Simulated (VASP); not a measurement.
Given:

```
CELL_PARAMETERS angstrom
      4.87063     0.00000     0.00000
      0.00000     4.87063     0.00000
      0.00000     0.00000     4.87063
ATOMIC_POSITIONS crystal
  Si 0.50000 0.50000 0.50000
  Si 0.00000 0.00000 0.00000
  Mo 0.00000 0.50000 0.25000
  Mo 0.00000 0.50000 0.75000
  Mo 0.25000 0.00000 0.50000
  Mo 0.75000 0.00000 0.50000
  Mo 0.50000 0.25000 0.00000
  Mo 0.50000 0.75000 0.00000
```

Computed with PBE GGA, VASP's PBE PAW potentials (set 64) (plane waves; VASP). Settings: 300 eV cut-off, 5×5×5 Γ-centred mesh, Gaussian smearing of 0.20 eV, potentials Si Mo_sv.

At this cut-off the stress carries a Pulay error, which pulls relaxed volumes low.

**Question.** Estimate the energy per atom (σ→0), pressure, band gap (on the k-mesh) with the smallest direct gap where there is one.

**Answer.** 
The band gap (on the k-mesh) comes out as none (metal, semimetal or under 0.01 eV). The energy per atom (σ→0) comes out as -9.876 eV/atom and the pressure is 5.30 GPa.

The absolute energy has meaning only against runs of the same code, potentials and settings.

The structure comes from a computed database's SiMo3 entry; how it stands against other phases isn't given here. The cell was not relaxed at this level.
